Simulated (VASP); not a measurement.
OSZICAR of a VASP run on SiC (4h):

### OSZICAR
```
       N       E                     dE             d eps       ncg     rms          rms(c)
DAV:   1     0.548017124912E+02    0.54802E+02   -0.12004E+04  3536   0.449E+02
DAV:   2    -0.632794735902E+02   -0.11808E+03   -0.11151E+03  4296   0.118E+02
DAV:   3    -0.674909802693E+02   -0.42115E+01   -0.41430E+01  4256   0.176E+01
DAV:   4    -0.675093532523E+02   -0.18373E-01   -0.18369E-01  4208   0.134E+00
DAV:   5    -0.675094179018E+02   -0.64649E-04   -0.64648E-04  4209   0.817E-02    0.173E+01
DAV:   6    -0.604070079939E+02    0.71024E+01   -0.28576E+00  4016   0.789E+00    0.735E+00
DAV:   7    -0.602798340790E+02    0.12717E+00   -0.16117E+00  4336   0.336E+00    0.356E+00
DAV:   8    -0.602496435464E+02    0.30191E-01   -0.32308E-02  4136   0.645E-01    0.849E-01
DAV:   9    -0.602481068978E+02    0.15366E-02   -0.59194E-03  4016   0.258E-01    0.159E-01
DAV:  10    -0.602487468753E+02   -0.63998E-03   -0.12842E-03  3992   0.944E-02    0.706E-02
DAV:  11    -0.602487716140E+02   -0.24739E-04   -0.26618E-05  4248   0.166E-02    0.339E-02
DAV:  12    -0.602487746525E+02   -0.30386E-05   -0.56239E-06  4128   0.759E-03    0.882E-03
DAV:  13    -0.602487757174E+02   -0.10649E-05   -0.16886E-06  4096   0.426E-03    0.476E-03
DAV:  14    -0.602487756907E+02    0.26736E-07   -0.11766E-07  3689   0.891E-04
   1 F= -.60248776E+02 E0= -.60248776E+02  d E =-.109002E-19
 imaginary and real dielectric function
```

Question: Which electronic solver shows in the log?

Answer: It is blocked Davidson (ALGO = Normal, or the opening steps of other solvers). The INCAR had ALGO = Normal.

Question: Can the final energy be trusted as converged?

Answer: The calculation finished and met its thresholds. It stopped with EDIFF = 1E-7, NELM = 100 (PBE GGA, plane waves, VASP's PBE PAW potentials (set 64)).

The compound is SiC in the 4h structure. It was relaxed first.
